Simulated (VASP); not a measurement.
Ge (space group Fd-3m): the measured cell of entry 9011999 of the Crystallography Open Database is

Ge has the cubic space group Fd-3m, origin choice 1 (No. 227), the diamond structure, Pearson symbol cF8. Cell: a = 5.6578 Å, b = 5.6578 Å, c = 5.6578 Å, α = 90.00°, β = 90.00°, γ = 90.00°. Ge on 8b has 4 Ge at 2.450 Å (tetrahedral). (Neighbours: up to the widest gap in distance over summed covalent radii, below 1.35, at either atom.)
(The calculation used a cell of 2 atoms; values per cell refer to that cell.)

Level of theory: r2SCAN+rVV10, VASP's PBE PAW potentials (set 64) (plane waves; VASP). Run with 400 eV cut-off, 9×9×9 Γ-centred mesh, tetrahedra with Blöchl corrections, potentials Ge_d.

The calculation is for a static lattice at zero pressure; the measurement, at 298 K, holds thermal and zero-point expansion. The entry's conditions were not checked, so it may have been measured under pressure.

Problem. How far does the relaxed conventional cell lie from the measured one?

Solution. 
```json
[
 {"": "a (Å)", "measured": "5.658", "computed": "5.644", "difference": "-0.2 %"},
 {"": "V (Å³/atom)", "measured": "22.64", "computed": "22.48", "difference": "-0.7 %"}
]
```

The structure comes from a measured Ge entry (Fd-3m) of the Crystallography Open Database, whose conditions weren't checked. It was relaxed first. Symmetry was kept, so distortions that lower it aren't found.
